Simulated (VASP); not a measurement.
Elastic constants (GPa) of a crystal from PBEsol GGA, VASP's PBE PAW potentials (set 64) in VASP:

```
       xx     yy     zz     yz     xz     xy
--  -----  -----  -----  -----  -----  -----
xx  296.4  144.6  144.6    0.0    0.0    0.0
yy  144.6  296.4  144.6    0.0    0.0    0.0
zz  144.6  144.6  296.4    0.0    0.0    0.0
yz    0.0    0.0    0.0  158.0    0.0    0.0
xz    0.0    0.0    0.0    0.0  158.0    0.0
xy    0.0    0.0    0.0    0.0    0.0  158.0
```

Finite-difference elastic constants of metals are sensitive to mesh and smearing; shear constants can be off by tens of GPa.

Q: Work out the Voigt, Reuss and Hill moduli, Young's modulus and Poisson's ratio.

A: All eigenvalues are positive (smallest 151.8 GPa), so the crystal is stable. K_V = (C11+C22+C33+2(C12+C13+C23))/9 = (889.2 + 2×433.8)/9 = 195.2 GPa; G_V = (889.2 − 433.8 + 3×474.0)/15 = 125.2 GPa. From the compliances, K_R = 195.2 GPa and G_R = 110.3 GPa. Hill: K = 195.2 GPa, G = 117.7 GPa, E = 9KG/(3K+G) = 294.1 GPa, ν = (3K−2G)/(2(3K+G)) = 0.249. K/G = 1.66, below Pugh's 1.75; universal anisotropy A^U = 0.67.

Q: With a density of 6.01 g/cm³, what are the mean sound speeds?

A: v_l = √((K+4G/3)/ρ) = 7.66 km/s and v_t = √(G/ρ) = 4.43 km/s. The crystal is FeAl (CsCl type), cubic.

The compound is FeAl in the CsCl type structure. It was relaxed first, which changed the volume by -7 %. The run is not spin-polarised, so no magnetic state was tried. The electron count is odd and the run is not spin-polarised, which forces a metal.
